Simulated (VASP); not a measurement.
Given:

```
CELL_PARAMETERS angstrom
      5.86470     0.00000     0.00000
      0.00000     5.86470     0.00000
      0.00000     0.00000     5.86470
ATOMIC_POSITIONS crystal
  Ga 0.99183 0.99183 0.99183
  Ga 0.50817 0.50817 0.99183
  Ga 0.50817 0.99183 0.50817
  Ga 0.99183 0.50817 0.50817
  Sb 0.25000 0.25000 0.25000
  As 0.75000 0.75000 0.25000
  As 0.75000 0.25000 0.75000
  As 0.25000 0.75000 0.75000
```

Computed with PBE GGA, VASP's PBE PAW potentials (set 64) (plane waves; VASP). Run with 400 eV cut-off, Gaussian smearing of 0.050 eV, potentials Ga_d Sb As.

Give the energies of bands 29 to 42 at the high-symmetry points, in eV from the Fermi level.

```
band      Γ      X      M      R
----  -----  -----  -----  -----
29    -2.60  -3.32  -3.30  -1.44
30    -2.60  -3.32  -3.14  -1.44
31    -2.48  -3.12  -3.14  -1.25
32    -2.48  -3.05  -3.02  -1.25
33    -2.48  -1.81  -1.51  -1.25
34    -0.19  -1.81  -1.29  -0.75
35     0.00  -1.38  -0.95  -0.75
36     0.00  -1.38  -0.95  -0.75
37     0.00   1.65   2.13   0.44
38     1.42   1.83   2.13   0.44
39     1.42   2.68   2.47   0.44
40     1.42   3.13   2.68   1.33
41     1.50   4.05   4.85   4.26
42     1.50   4.09   5.01   4.27
```

It has no gap at this level: it comes out as a metal or semimetal.

The structure was generated: Ga4As3Sb was put into an ordered model structure (P-43m), which need not be its known phase. It was relaxed first, which changed the volume by +5 %.
